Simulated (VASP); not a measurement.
Method: PBE GGA with D4 dispersion, VASP's PBE PAW potentials (set 64) (plane waves; VASP 6.6.1).

The input files of a VASP run:

File KPOINTS:
```
K-points
0
gamma
 8 8 5
0 0 0
```

### POSCAR
```
SiC
1.0
  1.5044051930  -2.6057059928   0.0000000000
  1.5044051930   2.6057059928   0.0000000000
  0.0000000000   0.0000000000   4.9406571292
Si C
2 2
direct
  0.6666670000   0.3333330000   0.4996072384
  0.3333330000   0.6666670000   0.9996072384
  0.6666670000   0.3333330000   0.8753927616
  0.3333330000   0.6666670000   0.3753927616
```

**INCAR**
```
ALGO=Normal
EDIFF=1E-7
EDIFFG=-0.01
ENCUT=520
GGA=PE
IBRION=2
ISIF=4
ISMEAR=0
IVDW=13
LASPH=.TRUE.
LCHARG=.FALSE.
LREAL=.FALSE.
LWAVE=.FALSE.
NELM=100
NSW=30
PREC=Accurate
SIGMA=0.05
SYSTEM=SiC
```

POTCAR, in this order: Si C (PBE.64 set). Program: vasp_std.

Output of the run:

OSZICAR:
```
       N       E                     dE             d eps       ncg     rms          rms(c)
DAV:   1     0.379576640015E+02    0.37958E+02   -0.75148E+03   720   0.119E+03
DAV:   2    -0.308975791765E+02   -0.68855E+02   -0.63895E+02  1004   0.199E+02
DAV:   3    -0.339953424694E+02   -0.30978E+01   -0.30797E+01   944   0.416E+01
DAV:   4    -0.340293332265E+02   -0.33991E-01   -0.33969E-01   896   0.514E+00
DAV:   5    -0.340298764134E+02   -0.54319E-03   -0.54314E-03   920   0.613E-01    0.135E+01
DAV:   6    -0.300759695626E+02    0.39539E+01   -0.11051E+01   868   0.217E+01    0.612E+00
DAV:   7    -0.299320245065E+02    0.14395E+00   -0.10638E+00   916   0.697E+00    0.262E+00
DAV:   8    -0.299154225767E+02    0.16602E-01   -0.51697E-02   852   0.169E+00    0.539E-01
DAV:   9    -0.299147892345E+02    0.63334E-03   -0.58807E-03   880   0.601E-01    0.130E-01
DAV:  10    -0.299150214303E+02   -0.23220E-03   -0.59431E-04   840   0.181E-01    0.513E-02
DAV:  11    -0.299150321943E+02   -0.10764E-04   -0.78777E-05   868   0.721E-02    0.121E-02
DAV:  12    -0.299150332296E+02   -0.10353E-05   -0.34454E-06   896   0.146E-02    0.248E-03
DAV:  13    -0.299150335380E+02   -0.30840E-06   -0.15423E-07   640   0.345E-03    0.192E-03
DAV:  14    -0.299150335545E+02   -0.16495E-07   -0.19816E-08   524   0.125E-03
   1 F= -.31305031E+02 E0= -.31305031E+02  d E =-.313050E+02
       N       E                     dE             d eps       ncg     rms          rms(c)
DAV:   1    -0.299152228469E+02   -0.18931E-03   -0.16910E-02   884   0.111E+00    0.920E-02
DAV:   2    -0.299150657815E+02    0.15707E-03   -0.57452E-04   904   0.220E-01    0.460E-02
DAV:   3    -0.299149760642E+02    0.89717E-04   -0.16950E-04   924   0.113E-01    0.805E-03
DAV:   4    -0.299149771824E+02   -0.11182E-05   -0.23957E-05   856   0.358E-02    0.563E-03
DAV:   5    -0.299149769970E+02    0.18547E-06   -0.33377E-07   880   0.552E-03    0.321E-03
DAV:   6    -0.299149769279E+02    0.69024E-07   -0.17525E-07   584   0.356E-03
   2 F= -.31304945E+02 E0= -.31304945E+02  d E =0.858598E-04
       N       E                     dE             d eps       ncg     rms          rms(c)
DAV:   1    -0.299152008394E+02   -0.22384E-03   -0.60964E-03   888   0.665E-01    0.552E-02
DAV:   2    -0.299151445094E+02    0.56330E-04   -0.20695E-04   904   0.132E-01    0.276E-02
DAV:   3    -0.299151122588E+02    0.32251E-04   -0.61228E-05   924   0.680E-02    0.478E-03
DAV:   4    -0.299151126835E+02   -0.42473E-06   -0.85902E-06   852   0.215E-02    0.337E-03
DAV:   5    -0.299151126172E+02    0.66318E-07   -0.10703E-07   592   0.328E-03
   3 F= -.31305098E+02 E0= -.31305098E+02  d E =-.670206E-04
```

### OUTCAR
```
------------------------ aborting loop because EDIFF is reached ----------------------------------------
  Edisp (eV):   -1.38999
  FORCE on cell =-STRESS in cart. coord.  units (eV):
  Direction    XX          YY          ZZ          XY          YZ          ZX
  --------------------------------------------------------------------------------------
  Total       3.71747     3.71747     3.69953    -0.00000     0.00000    -0.00000
  in kB     153.76349   153.76346   153.02159    -0.00000     0.00000    -0.00000
  external pressure =      153.52 kB  Pullay stress =        0.00 kB
  volume of cell :       38.74
      direct lattice vectors                 reciprocal lattice vectors
     1.504861827 -2.606496898  0.000000000     0.332256418 -0.191828350 -0.000000000
     1.504861827  2.606496898 -0.000000000     0.332256418  0.191828350  0.000000000
     0.000000000 -0.000000000  4.937659221     0.000000000  0.000000000  0.202525115
  FREE ENERGIE OF THE ION-ELECTRON SYSTEM (eV)
  ---------------------------------------------------
  free  energy   TOTEN  =       -31.3050978380 eV

  energy  without entropy=      -31.3050978380  energy(sigma->0) =      -31.30509784

 reached required accuracy - stopping structural energy minimisation
```
(Selected blocks of OUTCAR.)

CONTCAR:
```
SiC
   1.00000000000000
     1.5048618272360936   -2.6064968978121628    0.0000000000000000
     1.5048618272360936    2.6064968978121628   -0.0000000000000000
     0.0000000000000000   -0.0000000000000000    4.9376592212390733
  Si              C
     2     2
Direct
     0.6666669999999968    0.3333330000000032    0.4996676865362031
     0.3333330000000032    0.6666669999999968    0.9996676865362031
     0.6666669999999968    0.3333330000000032    0.8753323134637969
     0.3333330000000032    0.6666669999999968    0.3753323134637969
```

**OUTCAR**
```
 val. band max:        9.0246122073   @ k =   0.0000   0.0000   0.0000

 cond. band min:      11.4474304512   @ k =   0.3750   0.2500   0.0000


 Fermi energy:         9.2430280024

 k-point     1 :       0.0000    0.0000    0.0000
  band No.  band energies     occupation
      1      -7.0807      2.00000
      2      -3.2584      2.00000
      3      -0.0628      2.00000
      4       7.6760      2.00000
      5       7.6761      2.00000
      6       8.9060      2.00000
      7       9.0246      2.00000
      8       9.0246      2.00000
      9      14.3850      0.00000
     10      15.9254      0.00000
     11      16.0868      0.00000
     12      16.0868      0.00000

 k-point     2 :       0.1250    0.0000    0.0000
  band No.  band energies     occupation
      1      -6.7959      2.00000
      2      -3.0176      2.00000
      3       0.2044      2.00000
      4       6.2576      2.00000
      5       7.2170      2.00000
      6       8.0686      2.00000
      7       8.7147      2.00000
      8       8.8726      2.00000
      9      14.6367      0.00000
     10      15.9295      0.00000
     11      16.5232      0.00000
     12      16.6439      0.00000

 k-point     3 :       0.2500    0.0000    0.0000
  band No.  band energies     occupation
      1      -5.9589      2.00000
      2      -2.3522      2.00000
      3       0.9529      2.00000
      4       3.7131      2.00000
      5       6.0399      2.00000
      6       6.4037      2.00000
      7       7.9784      2.00000
      8       8.4200      2.00000
      9      13.3012      0.00000
     10      15.0087      0.00000
     11      16.9822      0.00000
     12      17.0664      0.00000

 k-point     4 :       0.3750    0.0000    0.0000
  band No.  band energies     occupation
      1      -4.6549      2.00000
      2      -1.6715      2.00000
      3       1.2153      2.00000
      4       2.5150      2.00000
      5       3.9076      2.00000
      6       5.7889      2.00000
...
```

The compound is SiC in the wurtzite structure, the rare 2H polytype. This cell is one point of a volume scan, at 0.94 of the reference volume. Symmetry was kept, so distortions that lower it aren't found.
